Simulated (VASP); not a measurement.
Method: PBE GGA, VASP's PBE PAW potentials (set 64) (plane waves; VASP).

VASP ran on this input.

**INCAR**
```
SYSTEM = HfO2
PREC = Accurate
ENCUT = 620
EDIFF = 1E-6
NELM = 100
ALGO = Normal
LREAL = .FALSE.
LASPH = .TRUE.
ISMEAR = 0
SIGMA = 0.05
GGA = PE
LMAXMIX = 6
LWAVE = .FALSE.
LCHARG = .FALSE.
IBRION = 2
ISIF = 3
NSW = 40
EDIFFG = -0.02
PSTRESS = 100
```

### KPOINTS
```
Automatic mesh
0
Gamma
8 8 8
0 0 0
```

POSCAR:
```
HfO2
1.0
  0.0000000000   2.5045741194   2.5045741194
  2.5045741194   0.0000000000   2.5045741194
  2.5045741194   2.5045741194   0.0000000000
Hf O
1 2
Cart
  0.0000000000   0.0000000000   0.0000000000
  1.2522870597   1.2522870597   1.2522870597
  3.7568611791   3.7568611791   3.7568611791
```

POTCAR, in this order: Hf_pv O (PBE.64 set). Program: vasp_std.

What VASP printed:

### OSZICAR
```
       N       E                     dE             d eps       ncg     rms          rms(c)
DAV:   1     0.115038709497E+03    0.11504E+03   -0.14595E+04   870   0.168E+03
DAV:   2    -0.317834124181E+02   -0.14682E+03   -0.14232E+03  1109   0.349E+02
DAV:   3    -0.359070773173E+02   -0.41237E+01   -0.41203E+01  1157   0.574E+01
DAV:   4    -0.359280681616E+02   -0.20991E-01   -0.20989E-01  1059   0.445E+00
DAV:   5    -0.359282464650E+02   -0.17830E-03   -0.17830E-03  1129   0.371E-01    0.521E+01
DAV:   6    -0.303285623597E+02    0.55997E+01   -0.29017E+01   961   0.392E+01    0.454E+01
DAV:   7    -0.302457221205E+02    0.82840E-01   -0.73408E-01  1080   0.814E+00    0.298E+01
DAV:   8    -0.302258752164E+02    0.19847E-01   -0.18354E-01  1101   0.467E+00    0.574E+00
DAV:   9    -0.302165092369E+02    0.93660E-02   -0.38326E-02  1045   0.177E+00    0.167E+00
DAV:  10    -0.302165410660E+02   -0.31829E-04   -0.43251E-03  1089   0.528E-01    0.286E-01
DAV:  11    -0.302165162011E+02    0.24865E-04   -0.28659E-04  1003   0.147E-01    0.209E-01
DAV:  12    -0.302165251502E+02   -0.89492E-05   -0.47203E-05  1123   0.525E-02    0.470E-02
DAV:  13    -0.302165261083E+02   -0.95811E-06   -0.20279E-06  1042   0.119E-02
   1 F= -.28255330E+02 E0= -.28255330E+02  d E =-.282553E+02
```

File OUTCAR:
```
------------------------ aborting loop because EDIFF is reached ----------------------------------------
  FORCE on cell =-STRESS in cart. coord.  units (eV):
  Direction    XX          YY          ZZ          XY          YZ          ZX
  --------------------------------------------------------------------------------------
  Total        1.9571179      1.9571179      1.9571179     -0.0000000      0.0000000      0.0000000
  in kB       99.7920414     99.7920414     99.7920414     -0.0000000      0.0000000      0.0000000
  external PRESSURE =      -0.2079586 kB  Pullay stress =     100.0000000 kB
  volume of cell :       31.42
      direct lattice vectors                 reciprocal lattice vectors
     0.000000000  2.504574119  2.504574119    -0.199634739  0.199634739  0.199634739
     2.504574119  0.000000000  2.504574119     0.199634739 -0.199634739  0.199634739
     2.504574119  2.504574119  0.000000000     0.199634739  0.199634739 -0.199634739
 POSITION                                       TOTAL-FORCE (eV/Angst)
 -----------------------------------------------------------------------------------
      0.00000      0.00000      0.00000        -0.000000      0.000000      0.000000
      1.25229      1.25229      1.25229         0.000000      0.000000      0.000000
      3.75686      3.75686      3.75686        -0.000000     -0.000000     -0.000000
 -----------------------------------------------------------------------------------
    total drift:                                0.000000     -0.000000      0.000000
  FREE ENERGIE OF THE ION-ELECTRON SYSTEM (eV)
  ---------------------------------------------------
  free  energy   TOTEN  =       -30.2165261083 eV

  energy  without entropy=      -30.2165261083  energy(sigma->0) =      -30.21652611
  enthalpy is  TOTEN    =       -28.2553297464 eV   P V=        1.9611963619

 reached required accuracy - stopping structural energy minimisation
```
(Selected blocks of OUTCAR.)

The compound is HfO2 in the fluorite structure, the high-temperature cubic form, which is unstable at 0 K; the monoclinic form is the stable one. It was relaxed first under an external pressure of 10 GPa.
